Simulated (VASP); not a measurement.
Level of theory: PBE GGA, VASP's PBE PAW potentials (set 64) (plane waves; VASP).

The input files of a VASP run:

POSCAR:
```
CdF2
1
    0.0000000000     2.7489000000     2.7489000000
    2.7489000000     0.0000000000     2.7489000000
    2.7489000000     2.7489000000     0.0000000000
Cd F
1 2
Direct
  0.0000000000   0.0000000000   0.0000000000
  0.2500000000   0.2500000000   0.2500000000
  0.7500000000   0.7500000000   0.7500000000
```

**KPOINTS**
```
K-points
0
G
 6 6 6
```

INCAR:
```
LWAVE=.FALSE.
GGA=PE   ! PBE
ALGO=Normal
EDIFF=1E-6   ! SCF stop (eV)
LASPH=.TRUE.   ! aspherical one-centre terms
LMAXMIX=4   ! l cut-off of mixed one-centre charges
ENCUT=520   ! plane-wave cut-off (eV)
ISMEAR=0
SIGMA=0.05
ISIF=2   ! forces and stress, cell fixed
NELM=100   ! most electronic steps
LCHARG=.FALSE.
SYSTEM=CdF2
LREAL=Auto   ! projection in real space or not
PREC=Accurate
```

POTCAR, in this order: Cd F (PBE.64 set). Program: vasp_std.

What VASP printed:

File OUTCAR:
```
 ion  position               nearest neighbor table
   1  0.000  0.000  0.000-   3 2.38   3 2.38   3 2.38   2 2.38   3 2.38   2 2.38   2 2.38   2 2.38
  LATTYP: Found a face centered cubic cell.
 ALAT       =     5.4978000000
 Subroutine PRICEL returns:
 Original cell was already a primitive cell.
 Subroutine GETGRP returns: Found 48 space group operations
The static configuration has the point symmetry O_h .
The dynamic configuration has the point symmetry O_h .
 Subroutine INISYM returns: Found 48 space group operations
 Subroutine IBZKPT returns following result:
 Found     16 irreducible k-points:

 Following reciprocal coordinates:
            Coordinates               Weight
  0.000000  0.000000  0.000000      1.000000
  0.166667  0.000000  0.000000      8.000000
  0.333333  0.000000  0.000000      8.000000
  0.500000  0.000000  0.000000      4.000000
  0.166667  0.166667  0.000000      6.000000
  0.333333  0.166667  0.000000     24.000000
  0.500000  0.166667  0.000000     24.000000
 -0.333333  0.166667  0.000000     24.000000
 -0.166667  0.166667  0.000000     12.000000
  0.333333  0.333333  0.000000      6.000000
...
```

OSZICAR:
```
       N       E                     dE             d eps       ncg     rms          rms(c)
DAV:   1     0.197744236543E+03    0.19774E+03   -0.16053E+04   560   0.155E+03
DAV:   2    -0.443545361661E+01   -0.20218E+03   -0.19589E+03   643   0.379E+02
DAV:   3    -0.126671305630E+02   -0.82317E+01   -0.82173E+01   582   0.852E+01
DAV:   4    -0.127056651071E+02   -0.38535E-01   -0.38531E-01   586   0.583E+00
DAV:   5    -0.127058196283E+02   -0.15452E-03   -0.15451E-03   593   0.327E-01    0.972E+00
DAV:   6    -0.108844469474E+02    0.18214E+01   -0.54664E+00   689   0.457E+01    0.693E+00
DAV:   7    -0.109277549319E+02   -0.43308E-01   -0.92727E-01   545   0.996E+00    0.400E+00
DAV:   8    -0.109177198780E+02    0.10035E-01   -0.18540E-01   587   0.422E+00    0.784E-01
DAV:   9    -0.109072294978E+02    0.10490E-01   -0.46108E-02   652   0.251E+00    0.105E-01
DAV:  10    -0.109077677837E+02   -0.53829E-03   -0.34040E-03   549   0.765E-01    0.126E-01
DAV:  11    -0.109078662043E+02   -0.98421E-04   -0.23867E-04   593   0.190E-01    0.523E-02
DAV:  12    -0.109078980248E+02   -0.31821E-04   -0.11209E-04   554   0.964E-02    0.162E-02
DAV:  13    -0.109078999153E+02   -0.18905E-05   -0.60620E-06   611   0.223E-02    0.676E-03
DAV:  14    -0.109078998437E+02    0.71606E-07   -0.16277E-06   435   0.193E-02
   1 F= -.10907900E+02 E0= -.10907900E+02  d E =-.360778E-21
```

### OUTCAR
```
------------------------ aborting loop because EDIFF is reached ----------------------------------------
  FORCE on cell =-STRESS in cart. coord.  units (eV):
  Direction    XX          YY          ZZ          XY          YZ          ZX
  --------------------------------------------------------------------------------------
  Total       -0.0858979     -0.0858979     -0.0858979      0.0000000      0.0000000     -0.0000000
  in kB       -3.3127306     -3.3127306     -3.3127306      0.0000000      0.0000000     -0.0000000
  external PRESSURE =      -3.3127306 kB  Pullay stress =       0.0000000 kB
  volume of cell :       41.54
      direct lattice vectors                 reciprocal lattice vectors
     0.000000000  2.748900000  2.748900000    -0.181890938  0.181890938  0.181890938
     2.748900000  0.000000000  2.748900000     0.181890938 -0.181890938  0.181890938
     2.748900000  2.748900000  0.000000000     0.181890938  0.181890938 -0.181890938
 POSITION                                       TOTAL-FORCE (eV/Angst)
 -----------------------------------------------------------------------------------
      0.00000      0.00000      0.00000        -0.000000      0.000000     -0.000000
      1.37445      1.37445      1.37445        -0.000000     -0.000000      0.000000
      4.12335      4.12335      4.12335         0.000000      0.000000     -0.000000
 -----------------------------------------------------------------------------------
    total drift:                                0.000000     -0.000000      0.000000
  FREE ENERGIE OF THE ION-ELECTRON SYSTEM (eV)
  ---------------------------------------------------
  free  energy   TOTEN  =       -10.9078998437 eV

  energy  without entropy=      -10.9078998437  energy(sigma->0) =      -10.90789984
```
(Selected blocks of OUTCAR.)

OUTCAR:
```
 val. band max:       -1.7633349528   @ k =  -0.3333   0.5000   0.1667

 cond. band min:       1.1081300317   @ k =   0.0000   0.0000   0.0000


 Fermi energy:        -1.4357860617

 k-point     1 :       0.0000    0.0000    0.0000
  band No.  band energies     occupation
      1     -22.2356      2.00000
      2     -21.2877      2.00000
      3      -7.2079      2.00000
      4      -7.2078      2.00000
      5      -7.2078      2.00000
      6      -6.2474      2.00000
      7      -6.2474      2.00000
      8      -2.5745      2.00000
      9      -2.5745      2.00000
     10      -2.5745      2.00000
     11      -2.3133      2.00000
     12      -2.3133      2.00000
     13      -2.3133      2.00000
     14       1.1081      0.00000
     15      10.6589      0.00000
     16      10.6589      0.00000
     17      10.6589      0.00000

 k-point     2 :       0.1667    0.0000    0.0000
  band No.  band energies     occupation
      1     -22.1606      2.00000
      2     -21.3532      2.00000
      3      -7.1236      2.00000
      4      -7.1236      2.00000
      5      -6.9638      2.00000
      6      -6.2662      2.00000
      7      -6.2662      2.00000
      8      -3.2825      2.00000
      9      -2.7749      2.00000
     10      -2.7749      2.00000
     11      -2.4912      2.00000
     12      -2.2593      2.00000
     13      -2.2593      2.00000
     14       2.0369      0.00000
     15       9.5658      0.00000
     16      11.0120      0.00000
     17      11.0120      0.00000

 k-point     3 :       0.3333    0.0000    0.0000
  band No.  band energies     occupation
      1     -21.9734      2.00000
      2     -21.5196      2.00000
      3      -6.9783      2.00000
      4      -6.9783      2.00000
      5      -6.3913      2.00000
      6      -6.2454      2.00000
      7      -6.2454      2.00000
      8      -4.0687      2.00000
      9      -3.2330      2.00000
     10      -3.1599      2.00000
     11      -3.1599      2.00000
...
```

The compound is CdF2 in the fluorite structure. The cell was not relaxed at this level. The run is one of a series of settings (LREAL = Auto against the base run), some of them coarse on purpose.
